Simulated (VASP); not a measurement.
# Janus MoSSe monolayer and its bilayer, part 2 of 2

Aim: relax Janus MoSSe monolayer, place its levels against the vacuum, then find how two sheets stack and bind.

VASP 6.6.1, plane waves and PAW; the level of theory is named at each step.

So far. Step 13 (A rigid stacking): Energy at zero smearing: -100.81832 eV. Step 14 (Relaxing the bilayer): The run ended after 24 ionic steps, 0.001 eV below its first step, once the forces on the free atoms met EDIFFG = -0.004.

## Step 15: Levels and bands of the bilayer

The same static run as for one sheet shows what the neighbour does to the levels.

INCAR reads:

```
SYSTEM = MoSeS
PREC = Normal
ENCUT = 350
EDIFF = 1E-06
NELM = 120
ISMEAR = 0
SIGMA = 0.03
LREAL = .FALSE.
ALGO = Normal
METAGGA = R2SCAN
LUSE_VDW = .TRUE.
IVDW_NL = 2
BPARAM = 11.95
CPARAM = 0.0093
LASPH = .TRUE.
NBANDS = 24
LORBIT = 11
LWAVE = .FALSE.
LCHARG = .FALSE.
KPAR = 4
IDIPOL = 3
LDIPOL = .TRUE.
DIPOL = 0.5 0.5 0.499
LVHAR = .TRUE.
LVACPOTAV = .TRUE.
NEDOS = 1500
```

POSCAR reads:

```
MoSeS
1.0
    3.2369693496      0.0000000000      0.0000000000
   -1.6184846748      2.8032976880      0.0000000000
    0.0000000000      0.0000000000     26.5410598164
Mo S Se
2 2 2
Direct
    0.3333333300      0.6666666700      0.3766229933
    0.0000000000      0.0000000000      0.6170960090
    0.6666666700      0.3333333300      0.3191141927
    0.3333333300      0.6666666700      0.5595740684
    0.6666666700      0.3333333300      0.4404421754
    0.3333333300      0.6666666700      0.6808963812
```

KPOINTS reads:

```
Automatic mesh
0
Gamma
12 12 1
0 0 0
```

KPOINTS_OPT reads:

```
Line mode
14
Line-mode
Reciprocal
  0.00000000   0.00000000   0.00000000 GAMMA
  0.50000000   0.00000000   0.00000000 M

  0.50000000   0.00000000   0.00000000 M
  0.33333333   0.33333333   0.00000000 K

  0.33333333   0.33333333   0.00000000 K
  0.00000000   0.00000000   0.00000000 GAMMA
```

Potentials, in the order of the species: Mo, S and Se (PBE family, release 64).

Launch:

```bash
mpirun -np 4 vasp_std
```

Elapsed: 3.7 min, on 4 MPI ranks of Intel Xeon Platinum 8488C (Sapphire Rapids), shared host; peak memory 1.4 GiB.

This step gave:

```
electronic cycles                                 : 26
Fermi energy                                      : -0.3162 eV
least gap on mesh and path                        : 0.9206 eV
least direct gap on mesh and path                 : 1.107 eV
dipole moment                                     : 0, 0, -0.06579 e·Å
vacuum levels                                     : 4.33, 5.642 eV
ionisation potentials of the upper and lower face : 4.770, 6.082 eV
electron affinities of the upper and lower face   : 3.849, 5.161 eV
```

The electronic bands at the labelled points (eV, zero at the valence-band top; v1 is the highest filled band, c1 the lowest empty one):

```csv
point,v4,v3,v2,v1,c1,c2,c3,c4
Γ,-1.47,-1.47,-0.60,0.00,2.24,2.24,2.58,2.58
0.54 of the way,-1.79,-1.66,-1.43,-0.94,1.34,1.65,1.95,2.25
M,-1.60,-1.43,-1.01,-0.83,1.44,1.89,2.03,2.45
0.54 of the way,-2.72,-2.20,-1.01,-0.42,1.29,1.88,2.25,2.63
K,-2.91,-2.44,-0.77,-0.19,0.92,1.51,2.22,2.74
0.46 of the way,-2.03,-1.47,-1.43,-0.84,1.10,1.63,1.77,2.18
Γ,-1.47,-1.47,-0.60,0.00,2.24,2.24,2.58,2.58
```

Of the projections kept (Mo, S, Se), the largest for each band there; the rest of the weight can lie on other orbitals:

```csv
point,v4,v3,v2,v1,c1,c2,c3,c4
Γ,Mo 0.68,Mo 0.68,Mo 0.67,Mo 0.75,Mo 0.48,Mo 0.48,Se 0.56,Se 0.56
M,Se 0.47,Mo 0.73,Se 0.47,Mo 0.73,Mo 0.95,Mo 0.91,Mo 0.95,Mo 0.91
K,Mo 0.36,Mo 0.41,Mo 0.86,Mo 0.86,Mo 0.93,Mo 0.93,Mo 0.76,Mo 0.81
Γ,Mo 0.68,Mo 0.68,Mo 0.67,Mo 0.75,Mo 0.48,Mo 0.48,Se 0.56,Se 0.56
```

The planar average of the electrostatic potential oscillates, so the rows of the table below give means over windows of 1 Å about each position, cut where the curve ends. Its maxima inside the range that stand out by 2 % of the span (Å: eV): 3.2: 5.96, 9.3: -5.08, 10.7: -4.58, 13.4: 4.56, 15.7: -5.70, 17.2: -5.10. Its minima: 8.5: -13.5, 10.0: -8.08, 11.6: -10.7, 14.8: -14.1, 16.4: -8.65, 17.9: -11.2.

Zero at the Fermi level. The planar average of the electrostatic potential by height; means over each step:

```csv
height (Å),planar average of the electrostatic potential (eV)
0,5.87
1,5.96
2,5.96
3,5.96
4,5.96
5,5.96
6,5.93
7,5.25
8,-5.30
9,-8.54
10,-7.32
11,-7.03
12,-7.65
13,3.54
14,0.279
15,-11.5
16,-7.31
17,-6.69
18,-10.4
19,-0.266
20,4.41
21,4.64
22,4.65
23,4.65
24,4.65
25,4.65
26,4.76
```

Density of states in the PAW spheres, an atom over height of the layer and energy from the Fermi level.

Ten even steps from '0' (0.00 states/eV) to '9' (1.65 states/eV), each cell a mean:
```
000000
000000
040000
291010
141160
243191
364132
243254
241364
241232
473241
242362
464363
011342
121242
363121
132232
011363
000111
000000
000000
000000
```
Columns: height of the layer (Å) from 8.5 to 18.1 (not evenly spaced); rows upwards: energy from the Fermi level (eV) from -7.9 to 0.5.

The map of layer states is cut here 0.5 eV above the Fermi level, so it leaves out the states above that.

The vacuum level lies 4.77 eV above the highest filled level at the upper face; the two faces differ by 1.31 eV, the step that the slab's dipole of -0.066 e·Å makes.

VASP counts the dipole in electrons times Å, so a positive number points the physical dipole along −c.

The program found no field-free point at its default tolerance, but its printed level agrees with the flat part of the planar average.

## Step 16: Derived quantities

This step: monolayer and bilayer, r2SCAN + rVV10; plane waves and PAW (VASP 6.6.1).

Derived from the runs above.

This step gave:

| Quantity | Value |
| --- | --- |
| polarisability per area of the slab or monolayer | 0.4206 Å |
| binding energy | -21.91 meV/Å² |
| interlayer gap | 3.162 Å |
| bilayer gap | 0.9206 eV |
| bilayer level below vacuum | 4.770 eV |
| lattice a | 3.237 Å |
| lattice b | 3.237 Å |
| thickness | 3.221 Å |
| monolayer gap | 1.693 eV |
| ionisation potential at the upper face | 5.530 eV |

VASP counts both for electrons: a positive EFIELD is a field along -c, and a positive dipole, in electrons times A, points along -c. Field, by row:

```csv
EFIELD (eV/Å),dipole along z of the monolayer (e Å),energy change of the monolayer (eV)
-0.1,-0.06306,-0.004981
0,-0.03656,0
0.1,-0.01005,0.002329
```

Rigid sheets, 3.1 Å apart. Stackings, by row:

```csv
stacking,energy above the lowest (meV/Å²)
"same orientation, shift 0.67 0.33",0
"turned by 180 degrees, shift 0.00 0.00",0.1305
"same orientation, shift 0.33 0.67",0.8381
"turned by 180 degrees, shift 0.67 0.33",2.323
"turned by 180 degrees, shift 0.33 0.67",22.99
"same orientation, shift 0.00 0.00",24.99
```

The polarisability is the slope of the dipole against the field, as a volume for each unit of area.

## Step 17: What came out

```yaml
lattice_a: 3.24 Å
monolayer_gap: 1.69 eV
binding_energy: -21.9 meV/Å²
interlayer_gap: 3.16 Å
bilayer_gap: 0.921 eV
polarisability_per_area_of_the_slab_or_monolayer: 0.421 Å
```

What this shows: The monolayer relaxes to a = 3.237 Å and has a gap of 1.69 eV. The ionisation potential is 5.53 eV at the upper face and 6.26 eV at the lower. Of 6 rigid stackings the lowest has the upper sheet in the same orientation and shifted by (0.67, 0.33) in cell vectors, and the highest lies 25.0 meV/Å² above it. Relaxed, the sheets lie 3.16 Å apart and bind by 21.9 meV/Å². The next stacking lies close, and only the lowest was relaxed, so the order could change. The second sheet narrows the gap, to 0.92 eV. All runs are without spin polarisation. Both sheets point the same way up; pairs with like faces together were not tried. The bilayer keeps the monolayer's lattice, and only high-symmetry stackings were tried. Semilocal gaps are too small. The run with spin-orbit coupling gave no result.

[Lines on the potential files, build, host, timing and source positions are cut from VASP's logs without a mark.]

[Logs are printed without paths, hosts, clocks, repeated set-up lines and the standing remarks that a program may print on its own settings, such as how far it seeks lower states.]

[Hosts, paths, dates, database ids (printed as entryN), source tags and the programs' standing remarks are cut or masked in the printed files.]

[Runs that stopped without an error message from VASP are left out.]
